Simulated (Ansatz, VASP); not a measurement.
## W2N in two plane-wave programs

Wanted: the spread between two codes on one cell, functional and k mesh. The cell is taken from a series of runs on this material, whose earlier steps may have relaxed, scaled, displaced or heated it; both programs get it as it stands.

Calculated with Ansatz 0.2.0; plane waves, with VASP 6.6.1 beside it; zone-centre phonons at PBE.

### 1. The structure

The cell holds 3 atoms: 1 N and 2 W. Its edges and angles: a = 2.724 Å, b = 2.724 Å, c = 29.624 Å, α = 90.0°, β = 90.0°, γ = 120.0°. Vacuum lies along c.

As a file:

```cif
data_structure
_symmetry_space_group_name_H-M 'P 1'
_symmetry_Int_Tables_number 1
_cell_length_a 2.7241
_cell_length_b 2.7241
_cell_length_c 29.6237
_cell_angle_alpha 90.000
_cell_angle_beta 90.000
_cell_angle_gamma 120.000
_cell_volume 190.37
loop_
_atom_site_label
_atom_site_type_symbol
_atom_site_fract_x
_atom_site_fract_y
_atom_site_fract_z
_atom_site_occupancy
N1 N 0.00000 0.00000 0.33757 1
W2 W 0.33333 0.66667 0.38789 1
W3 W 0.66667 0.33333 0.28725 1
```

### 2. VASP: zone-centre phonons, PBE

Second derivatives magnify differences that forces hide, and they need a tight electronic threshold.

Lines of VASP's logs that name or quote its potential files are left out, and so is its time.

File INCAR:

```
SYSTEM = W2N
PREC = Accurate
ENCUT = 600
EDIFF = 1E-08
NELM = 120
ISMEAR = 1
SIGMA = 0.2
LREAL = .FALSE.
ALGO = Normal
GGA = PE
NBANDS = 14
LASPH = .TRUE.
LORBIT = 11
LWAVE = .FALSE.
LCHARG = .FALSE.
ISIF = 2
IBRION = 8
GGA_COMPAT = .FALSE.
NELMDL = -8
KPAR = 2
```

File POSCAR:

```
W2N
1.0
    2.7240801518      0.0000000000      0.0000000000
   -1.3620400759      2.3591226134      0.0000000000
    0.0000000000      0.0000000000     29.6237063742
N W
1 2
Direct
    0.0000000000      0.0000000000      0.3375674831
    0.3333333333      0.6666666667      0.3878861411
    0.6666666667      0.3333333333      0.2872488251
```

File KPOINTS:

```
Automatic mesh
0
Gamma
18 18 1
0 0 0
```

Potentials, in the order of the species: N and W (PBE family, release 64).

Command:

```bash
$ mpirun -np 2 vasp_std
```

Numbers of over 12 decimals in the logs are rounded to 6 here.

The program printed:

```text
[banner, memory and clock lines left out]
running    2 mpi-ranks, on    1 nodes
 distrk:  each k-point on    1 cores,    2 groups
 distr:  one band on    1 cores,    1 groups

 POSCAR found type information on POSCAR N W
 POSCAR found :  2 types and       3 ions
 LDA part: xc-table for (Slater+PW92), standard interpolation
 POSCAR, INCAR and KPOINTS ok, starting setup
 FFT: planning ... GRIDC
 FFT: planning ... GRID_SOFT
 FFT: planning ... GRID
 WAVECAR not read
 entering main loop
       N       E                     dE             d eps       ncg     rms          rms(c)
DAV:   1     0.127570844672E+03    0.12757E+03   -0.60236E+03  1044   0.960E+02
DAV:   2    -0.183677558075E+02   -0.14594E+03   -0.13804E+03  1832   0.202E+02
DAV:   3    -0.344419833710E+02   -0.16074E+02   -0.15716E+02  1460   0.820E+01
DAV:   4    -0.349281951263E+02   -0.48621E+00   -0.48216E+00  1470   0.164E+01
DAV:   5    -0.349420844761E+02   -0.13889E-01   -0.13877E-01  1436   0.230E+00
DAV:   6    -0.349427644149E+02   -0.67994E-03   -0.67980E-03  1576   0.414E-01
DAV:   7    -0.349427725461E+02   -0.81312E-05   -0.81310E-05  1472   0.436E-02
DAV:   8    -0.349427728300E+02   -0.28388E-06   -0.28386E-06  1546   0.590E-03    0.338E+01
DAV:   9    -0.319538091469E+02    0.29890E+01   -0.13850E+01  1558   0.273E+01    0.137E+01
DAV:  10    -0.315983201843E+02    0.35549E+00   -0.25861E+00  1440   0.135E+01    0.796E+00
DAV:  11    -0.314684315200E+02    0.12989E+00   -0.59569E-01  1486   0.649E+00    0.114E+00
DAV:  12    -0.314603126568E+02    0.81189E-02   -0.43706E-02  1322   0.172E+00    0.641E-01
DAV:  13    -0.314595727360E+02    0.73992E-03   -0.37778E-03  1406   0.449E-01    0.882E-02
DAV:  14    -0.314594095657E+02    0.16317E-03   -0.35069E-04  1464   0.157E-01    0.498E-02
[...]
DAV:  22    -0.314595156334E+02   -0.55513E-05   -0.17401E-07  1144   0.128E-03    0.401E-04
DAV:  23    -0.314595192685E+02   -0.36351E-05   -0.11821E-07  1092   0.958E-04    0.254E-04
DAV:  24    -0.314595205034E+02   -0.12349E-05   -0.32543E-08  1032   0.536E-04    0.206E-04
DAV:  25    -0.314595209094E+02   -0.40593E-06   -0.56357E-09   932   0.368E-04    0.459E-05
DAV:  26    -0.314595210484E+02   -0.13906E-06   -0.18555E-09   814   0.186E-04    0.104E-04
DAV:  27    -0.314595210865E+02   -0.38128E-07   -0.43946E-10   722   0.100E-04    0.260E-05
DAV:  28    -0.314595211024E+02   -0.15811E-07   -0.15137E-10   644   0.626E-05    0.266E-05
DAV:  29    -0.314595211078E+02   -0.53988E-08   -0.16685E-11   584   0.302E-05
   1 F= -.31459521E+02 E0= -.31459737E+02  d E =0.648747E-03
 Linear response reoptimize wavefunctions to high precision
DAV:   1    -0.314595211109E+02   -0.31691E-08    0.34783E-12   800   0.198E-05
DAV:   2    -0.314595211109E+02    0.46384E-10    0.31894E-11   584   0.798E-06
 Linear response DOF=           4
 Linear response progress:
  Degree of freedom:   1/  4
       N       E                     dE             d eps       ncg     rms          rms(c)
RMM:   1    -0.225774796668E+00   -0.22577E+00    0.16381E-01  5637   0.315E+00
RMM:   2    -0.223995996053E+00    0.17788E-02   -0.94749E-03  4093   0.671E-01    0.237E-01
RMM:   3    -0.225184023584E+00   -0.11880E-02   -0.12040E-03  4193   0.195E-01    0.129E-01
RMM:   4    -0.226829766909E+00   -0.16457E-02   -0.50585E-04  3879   0.147E-01    0.261E-02
RMM:   5    -0.226810547319E+00    0.19220E-04   -0.44474E-05  4601   0.388E-02    0.428E-03
RMM:   6    -0.226750254348E+00    0.60293E-04   -0.50391E-06  4466   0.848E-03    0.900E-04
RMM:   7    -0.226740783839E+00    0.94705E-05   -0.12982E-06  4711   0.182E-03    0.352E-04
RMM:   8    -0.226740319382E+00    0.46446E-06   -0.43492E-07  4764   0.482E-04    0.956E-05
RMM:   9    -0.226740702598E+00   -0.38322E-06   -0.21264E-07  4804   0.150E-04    0.236E-05
RMM:  10    -0.226740478138E+00    0.22446E-06   -0.87528E-08  4770   0.551E-05    0.719E-06
RMM:  11    -0.226740574487E+00   -0.96350E-07   -0.31721E-08  4569   0.253E-05    0.127E-06
RMM:  12    -0.226740561589E+00    0.12898E-07    0.95236E-10  4950   0.123E-05    0.638E-07
RMM:  13    -0.226740564479E+00   -0.28900E-08   -0.29185E-09  3672   0.846E-06    0.290E-07
 first order change of Fermi-energy   0.25966E-02
 force on displaced ion       1 direction 1 :  -6.089   0.000   0.000
 Linear response progress:
  Degree of freedom:   2/  4
       N       E                     dE             d eps       ncg     rms          rms(c)
RMM:   1    -0.276337238223E+00   -0.27634E+00    0.29118E-01  2211   0.338E+00
RMM:   2    -0.276669688101E+00   -0.33245E-03   -0.91431E-03  1690   0.748E-01    0.664E-01
RMM:   3    -0.277385144578E+00   -0.71546E-03   -0.22310E-03  1714   0.276E-01    0.414E-01
RMM:   4    -0.286383486453E+00   -0.89983E-02   -0.45592E-03  1992   0.302E-01    0.361E-01
RMM:   5    -0.279114862321E+00    0.72686E-02   -0.31270E-03  1923   0.256E-01    0.331E-02
RMM:   6    -0.278820646736E+00    0.29422E-03   -0.10712E-04  1664   0.628E-02    0.793E-03
RMM:   7    -0.278761504520E+00    0.59142E-04   -0.10205E-05  1872   0.155E-02    0.313E-03
RMM:   8    -0.278743272525E+00    0.18232E-04    0.69049E-06  1855   0.349E-03    0.108E-03
RMM:   9    -0.278738916192E+00    0.43563E-05    0.87573E-07  1861   0.126E-03    0.308E-04
RMM:  10    -0.278740201970E+00   -0.12858E-05    0.34370E-07  1781   0.694E-04    0.212E-04
RMM:  11    -0.278740068582E+00    0.13339E-06    0.37067E-07  1829   0.470E-04    0.115E-04
RMM:  12    -0.278740004057E+00    0.64524E-07   -0.11793E-07  1869   0.394E-04    0.625E-05
RMM:  13    -0.278740108026E+00   -0.10397E-06   -0.34803E-08  1907   0.237E-04    0.433E-05
RMM:  14    -0.278739844833E+00    0.26319E-06   -0.41226E-07  1891   0.182E-04    0.171E-05
RMM:  15    -0.278739875240E+00   -0.30407E-07   -0.15469E-07  1907   0.122E-04    0.693E-06
RMM:  16    -0.278739908737E+00   -0.33497E-07    0.12200E-08  1872   0.752E-05    0.731E-06
RMM:  17    -0.278739906293E+00    0.24438E-08   -0.86567E-08  1795   0.402E-05    0.531E-06
 first order change of Fermi-energy  -0.22876E-02
 force on displaced ion       1 direction 3 :  -0.000  -0.000 -16.061
 Linear response progress:
  Degree of freedom:   3/  4
       N       E                     dE             d eps       ncg     rms          rms(c)
RMM:   1    -0.109739522021E+00   -0.10974E+00   -0.97465E-02  7684   0.204E+00
RMM:   2    -0.107041261888E+00    0.26983E-02   -0.36184E-03  7043   0.409E-01    0.194E-01
RMM:   3    -0.105938507803E+00    0.11028E-02   -0.54584E-04  7436   0.131E-01    0.114E-01
RMM:   4    -0.105316287706E+00    0.62222E-03   -0.63755E-04  7393   0.153E-01    0.196E-02
RMM:   5    -0.105322903436E+00   -0.66157E-05   -0.28300E-05  8331   0.201E-02    0.354E-03
RMM:   6    -0.105323098992E+00   -0.19556E-06   -0.23570E-06  8283   0.627E-03    0.395E-03
RMM:   7    -0.105321980676E+00    0.11183E-05   -0.26853E-07  7965   0.307E-03    0.784E-04
RMM:   8    -0.105320595042E+00    0.13856E-05   -0.61632E-08  8598   0.106E-03    0.181E-04
RMM:   9    -0.105320295377E+00    0.29967E-06   -0.79420E-08  8887   0.278E-04    0.705E-05
RMM:  10    -0.105320173085E+00    0.12229E-06    0.54511E-08  8544   0.109E-04    0.178E-05
RMM:  11    -0.105320173062E+00    0.23305E-10    0.26112E-08  9069   0.388E-05    0.686E-06
 first order change of Fermi-energy   0.18065E-03
 force on displaced ion       2 direction 1 :  -4.306   0.001   0.000
 Linear response progress:
  Degree of freedom:   4/  4
       N       E                     dE             d eps       ncg     rms          rms(c)
RMM:   1    -0.164994446283E+00   -0.16499E+00   -0.89383E-02  1831   0.199E+00
RMM:   2    -0.161770225548E+00    0.32242E-02   -0.48013E-03  1600   0.486E-01    0.514E-01
RMM:   3    -0.161642218549E+00    0.12801E-03   -0.60684E-04  1798   0.146E-01    0.304E-01
RMM:   4    -0.163372040087E+00   -0.17298E-02   -0.13215E-03  1980   0.184E-01    0.191E-01
RMM:   5    -0.161739912486E+00    0.16321E-02   -0.76776E-04  1904   0.129E-01    0.335E-02
RMM:   6    -0.161714015060E+00    0.25897E-04   -0.31655E-05  1742   0.341E-02    0.964E-03
RMM:   7    -0.161686793601E+00    0.27221E-04   -0.55497E-06  1846   0.150E-02    0.271E-03
RMM:   8    -0.161683191965E+00    0.36016E-05   -0.53955E-07  1855   0.383E-03    0.685E-04
RMM:   9    -0.161682021223E+00    0.11707E-05    0.92015E-07  1906   0.117E-03    0.297E-04
RMM:  10    -0.161680671153E+00    0.13501E-05   -0.75124E-08  1816   0.465E-04    0.798E-05
RMM:  11    -0.161680695738E+00   -0.24586E-07   -0.20409E-07  1930   0.167E-04    0.595E-05
RMM:  12    -0.161680845523E+00   -0.14978E-06   -0.38266E-08  1820   0.215E-04    0.269E-05
RMM:  13    -0.161681083151E+00   -0.23763E-06   -0.16957E-08  1882   0.126E-04    0.164E-05
RMM:  14    -0.161681129044E+00   -0.45893E-07   -0.22590E-08  1873   0.590E-05    0.864E-06
RMM:  15    -0.161681172280E+00   -0.43236E-07   -0.18167E-08  1867   0.518E-05    0.612E-06
RMM:  16    -0.161681198993E+00   -0.26713E-07    0.29980E-08  1834   0.434E-05    0.406E-06
RMM:  17    -0.161681202434E+00   -0.34410E-08    0.11174E-08  1844   0.290E-05    0.150E-06
 first order change of Fermi-energy  -0.29515E+00
 force on displaced ion       2 direction 3 :  -0.000   0.000 -13.059
 Linear response finished
```

From OUTCAR (step 2):

```text
ion  position               nearest neighbor table
   1  0.000  0.000  0.338-   2 2.17   3 2.17   2 2.17   3 2.17   2 2.17   3 2.17
   2  0.333  0.667  0.388-   1 2.17   1 2.17   1 2.17   3 3.37   3 3.37   3 3.37
   3  0.667  0.333  0.287-   1 2.17   1 2.17   1 2.17   2 3.37   2 3.37   2 3.37

  LATTYP: Found a hexagonal cell.
 ALAT       =     2.7240801518
 C/A-ratio  =    10.8747557794

 Subroutine GETGRP returns: Found 12 space group operations
 (whereof  6 operations were pure point group operations)

The static configuration has the point symmetry C_3v.
 The point group associated with its full space group is D_3d.

 Found     37 irreducible k-points:

   k-points           NKPTS =     37   k-points in BZ     NKDIM =     37   number of bands    NBANDS=     14

   dimension x,y,z NGX =    24 NGY =   24 NGZ =  240
   dimension x,y,z NGXF=    48 NGYF=   48 NGZF=  480

   ENCUT  =  600.0 eV  44.10 Ry    6.64 a.u.   5.44  5.44 59.17*2*pi/ulx,y,z

   NELECT =      17.0000    total number of electrons

 k-points in reciprocal lattice and weights: Automatic mesh
   0.00000000  0.00000000  0.00000000       0.003
   0.05555556  0.00000000  0.00000000       0.019
   0.11111111  0.00000000  0.00000000       0.019
   0.16666667 -0.00000000  0.00000000       0.019
   0.22222222  0.00000000  0.00000000       0.019
   0.27777778  0.00000000  0.00000000       0.019
   0.33333333  0.00000000  0.00000000       0.019
   0.38888889  0.00000000  0.00000000       0.019
   0.44444444  0.00000000  0.00000000       0.019
[...]
0.33333333  0.27777778  0.00000000       0.037
   0.33333333  0.33333333  0.00000000       0.006

 average (electrostatic) potential at core
       1 -73.0862       2 -48.7639       3 -48.7639

  Total        2.6502868      2.6502868     -0.0373564      0.0000000     -0.0000000      0.0000000
  in kB       22.3045599     22.3045599     -0.3143883      0.0000000     -0.0000000      0.0000000
  external PRESSURE =      14.7649105 kB  Pullay stress =       0.0000000 kB

  energy-cutoff  :      600.00
  volume of cell :      190.37
      direct lattice vectors                 reciprocal lattice vectors
     2.724080152  0.000000000  0.000000000     0.367096394  0.211943202  0.000000000
    -1.362040076  2.359122613  0.000000000     0.000000000  0.423886403  0.000000000
     0.000000000  0.000000000 29.623706374     0.000000000  0.000000000  0.033756748

 POSITION                                       TOTAL-FORCE (eV/Angst)
 -----------------------------------------------------------------------------------
      0.00000      0.00000     10.00000        -0.000000      0.000000     -0.000000
     -0.00000      1.57275     11.49063         0.000000     -0.000000     -0.000895
      1.36204      0.78637      8.50937        -0.000000     -0.000000      0.000895
 -----------------------------------------------------------------------------------
    total drift:                                0.000000     -0.000000     -0.000005

 Eigenvectors and eigenvalues of the dynamical matrix
 ----------------------------------------------------

   1 f  =   17.058862 THz   107.183989 2PiTHz  569.022376 cm-1    70.549751 meV
             X         Y         Z           dx          dy          dz
      0.000000  0.000000 10.000000     0.000000   -0.000000    0.981525
     -0.000000  1.572748 11.490625     0.000000   -0.000000   -0.135294
      1.362040  0.786374  8.509375    -0.000000    0.000000   -0.135294

   2 f  =   10.503878 THz    65.997813 2PiTHz  350.371661 cm-1    43.440530 meV
             X         Y         Z           dx          dy          dz
      0.000000  0.000000 10.000000     0.981514    0.000014   -0.000000
     -0.000000  1.572748 11.490625    -0.135334   -0.000002   -0.000000
      1.362040  0.786374  8.509375    -0.135334   -0.000002    0.000000

   3 f  =   10.503878 THz    65.997813 2PiTHz  350.371661 cm-1    43.440530 meV
             X         Y         Z           dx          dy          dz
      0.000000  0.000000 10.000000    -0.000014    0.981514    0.000000
     -0.000000  1.572748 11.490625     0.000002   -0.135334    0.000000
      1.362040  0.786374  8.509375     0.000002   -0.135334   -0.000000

   4 f  =    4.905794 THz    30.824015 2PiTHz  163.639686 cm-1    20.288726 meV
             X         Y         Z           dx          dy          dz
      0.000000  0.000000 10.000000    -0.000000   -0.000000   -0.000000
     -0.000000  1.572748 11.490625     0.000000    0.000000   -0.707107
      1.362040  0.786374  8.509375    -0.000000   -0.000000    0.707107

   5 f  =    2.721761 THz    17.101326 2PiTHz   90.788158 cm-1    11.256292 meV
             X         Y         Z           dx          dy          dz
      0.000000  0.000000 10.000000    -0.000000    0.000000   -0.000000
     -0.000000  1.572748 11.490625     0.707107   -0.000357   -0.000000
      1.362040  0.786374  8.509375    -0.707107    0.000357   -0.000000

   6 f  =    2.721761 THz    17.101326 2PiTHz   90.788158 cm-1    11.256292 meV
             X         Y         Z           dx          dy          dz
      0.000000  0.000000 10.000000    -0.000000    0.000000    0.000000
     -0.000000  1.572748 11.490625    -0.000357   -0.707107    0.000000
      1.362040  0.786374  8.509375     0.000357    0.707107    0.000000

   7 f/i=    0.001403 THz     0.008818 2PiTHz    0.046814 cm-1     0.005804 meV
             X         Y         Z           dx          dy          dz
      0.000000  0.000000 10.000000     0.109284   -0.157122   -0.000000
     -0.000000  1.572748 11.490625     0.396295   -0.569768   -0.000000
      1.362040  0.786374  8.509375     0.396295   -0.569768   -0.000000

   8 f/i=    0.001403 THz     0.008818 2PiTHz    0.046814 cm-1     0.005804 meV
             X         Y         Z           dx          dy          dz
      0.000000  0.000000 10.000000    -0.157122   -0.109284   -0.000000
     -0.000000  1.572748 11.490625    -0.569768   -0.396295   -0.000000
      1.362040  0.786374  8.509375    -0.569768   -0.396295   -0.000000

   9 f/i=    0.003240 THz     0.020357 2PiTHz    0.108072 cm-1     0.013399 meV
             X         Y         Z           dx          dy          dz
      0.000000  0.000000 10.000000    -0.000000   -0.000000    0.191335
     -0.000000  1.572748 11.490625    -0.000000   -0.000000    0.694043
      1.362040  0.786374  8.509375    -0.000000   -0.000000    0.694043

 ELASTIC MODULI CONTR FROM IONIC RELAXATION (kBar)
 Direction    XX          YY          ZZ          XY          YZ          ZX
 --------------------------------------------------------------------------------
 XX        -193.7332   -175.6505   -353.8284      0.0000     28.3625     -0.0000
 YY        -175.6505   -193.7332   -353.8284      0.0000    -28.3625     -0.0000
 ZZ        -353.8284   -353.8284   -677.8564      0.0000      0.0000     -0.0000
 XY           0.0000      0.0000      0.0000     -9.0413     -0.0000     35.2890
 YZ          28.3625    -28.3625      0.0000     -0.0000    -88.9726      0.0000
 ZX          -0.0000     -0.0000     -0.0000     35.2890      0.0000   -137.7356
 --------------------------------------------------------------------------------
```

This run has no spin polarisation, so a moment on W, if there is one, isn't seen. Its electron count is odd, so without a moment it is a metal by construction. The data set W keeps the semicore shell frozen, which is cheaper and a little less accurate.

[end of part 1 of 2]

[Lines on the potential files, build, host, timing and source positions are cut from VASP's logs without a mark.]

[Logs are printed without paths, hosts, clocks, repeated set-up lines and the standing remarks that a program may print on its own settings, such as how far it seeks lower states.]

[Hosts, paths, dates, database ids (printed as entryN), source tags and the programs' standing remarks are cut or masked in the printed files.]
